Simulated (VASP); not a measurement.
A run of VASP 6.6.1 is set up as follows.

INCAR

```
SYSTEM = BAs
  PREC = Accurate
  ENCUT = 520
  EDIFF = 1E-7
  ISMEAR = 0
  SIGMA = 0.02
  LREAL = .FALSE.
  LASPH = .TRUE.
  NELM = 80
  ALGO = Normal
  ISIF = 2
  LWAVE = .FALSE.
  LCHARG = .FALSE.
  GGA = PE
  NBANDS = 11
```

File KPOINTS:

```
Automatic mesh
0
G
  10 10 10
  0 0 0
```

The input POSCAR:

```
BAs
1.0
    0.0000000000      2.3885000000      2.3885000000
    2.3885000000      0.0000000000      2.3885000000
    2.3885000000      2.3885000000      0.0000000000
B As
1 1
Direct
    0.0000000000      0.0000000000      0.0000000000
    0.2500000000      0.2500000000      0.2500000000
```

Potentials or basis: VASP PAW PBE potentials, release 64 (B, As).

Launch:

```sh
$ cat potpaw_PBE.64/B/POTCAR potpaw_PBE.64/As/POTCAR > POTCAR
$ mpirun -np 1 vasp_std > vasp.out
```

(1) What does it give for the band gap on the k mesh?

(2) What does it give for the pressure?

Answers

(1) 1.18 eV, indirect (least direct gap 3.28 eV).

(2) 3.4 GPa.
